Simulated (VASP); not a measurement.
Input:

```
GaP
1.0
    0.00000     2.75050     2.75050
    2.75050     0.00000     2.75050
    2.75050     2.75050     0.00000
Ga P
1 1
Direct
  0.00000   0.00000   0.00000
  0.25000   0.25000   0.25000
```

Calculation: PBE GGA, VASP's PBE PAW potentials (set 64) (plane waves; VASP). Numerical set-up: 400 eV cut-off, 15×15×15 Γ-centred mesh, Gaussian smearing of 0.010 eV, potentials Ga_d P.

**Question.** The job: GaP (zinc blende), 2 atoms, PBE, optics run with many empty bands, 400 eV, 15×15×15 Γ-centred mesh. Roughly how much core time does it take on a busy server core?

**Answer.** About 60 core-seconds (one run on a shared machine, a rough figure). It had 120 irreducible k-points, 39 bands, up to 769 plane waves and 14 electronic steps.

The compound is GaP in the zinc blende structure. It was relaxed first.
